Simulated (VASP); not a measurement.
Data:

```
AuCs
1.0
    4.17101     0.00000     0.00000
    0.00000     4.17101     0.00000
    0.00000     0.00000     4.17101
Cs Au
1 1
Direct
  0.00000   0.00000   0.00000
  0.50000   0.50000   0.50000
```

These are PBEsol GGA, VASP's PBE PAW potentials (set 64) (plane waves; VASP) values and carry that method's errors. Run with 400 eV cut-off, 6×6×6 Γ-centred mesh, Gaussian smearing of 0.050 eV, potentials Cs_sv Au.

Unless said otherwise, spin-orbit coupling is left out, though it shifts the bands of the heavy elements here.

Task: Predict the energy per atom (σ→0), band gap (on the k-mesh) with the smallest direct gap where there is one.

Result: 
```yaml
band gap (on the k-mesh): 0.77 eV
smallest direct gap (on the k-mesh): 1.32 eV
energy per atom (σ→0): -2.604 eV/atom
```

Only differences to runs with the same potentials and settings are physical.

The structure comes from a computed database's CsAu entry (Pm-3m); how it stands against other phases isn't given here. It was relaxed first, which changed the volume by -8 %. The start is the result of an earlier pass.
